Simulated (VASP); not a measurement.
VASP runs on PtS share one base input (PBE GGA, plane waves, VASP's PBE PAW potentials (set 64)) and change the settings named in each case.

### INCAR
```
ALGO=Normal
EDIFF=1E-6
ENCUT=300
GGA=PE
ISIF=2
ISMEAR=0
LASPH=.TRUE.
LCHARG=.FALSE.
LMAXMIX=6
LREAL=.FALSE.
LWAVE=.FALSE.
NELM=100
PREC=Accurate
SIGMA=0.136
SYSTEM=PtS
```

POSCAR:
```
PtS
1
    3.6790860000     0.0000000000     0.0000000000
   -1.8395430000     3.1861830000     0.0000000000
    0.0000000000     0.0000000000    18.7483440000
Pt S
2 2
Direct
  0.6666670000   0.3333330000   0.4325870000
  0.6666670000   0.3333330000   0.5674130000
  0.3333330000   0.6666670000   0.3733660000
  0.3333330000   0.6666670000   0.6266340000
```

### KPOINTS
```
Automatic mesh
0
gamma
  8 8 1
0 0 0
```

POTCAR, in this order: Pt S (PBE.64 set). Program: vasp_std.

```tsv
change	E(σ→0) (eV/atom)	largest force (eV/Å)	−TS (eV)
base run	-4.8957	2.155	-0.0265
GGA = PS	-5.3729	(withheld)	(withheld)
GGA_COMPAT = .FALSE., LNONCOLLINEAR = .TRUE., LSORBIT = .TRUE., MAGMOM = 0.0 0.0 0.0 0.0 0.0 0.0 0.0 0.0 0.0 0.0 0.0 0.0, program vasp_ncl	-5.0838	2.178	-0.0279
KPOINTS 2×2×1 Γ-centred mesh	-4.8483	4.140	-0.0012
```

What belongs in the gaps?

- GGA = PS, largest force (eV/Å): 2.124
- GGA = PS, −TS (eV): -0.0264

Energies of different potentials or functionals have different zeros.  The cell holds a wide vacuum, so values per volume refer to the whole cell. Unless said otherwise, spin-orbit coupling is left out, though it shifts the bands of the heavy elements here.

Left out are runs that ran out of time, are held back, or changed the cell or the kind of run, fixed moments of cells without a moment, rows past the twelfth, gaps on odd meshes, pressures of charged cells and columns that move by less than the noise.

The cell is a sheet or thin cut with vacuum, built from a generated structure.
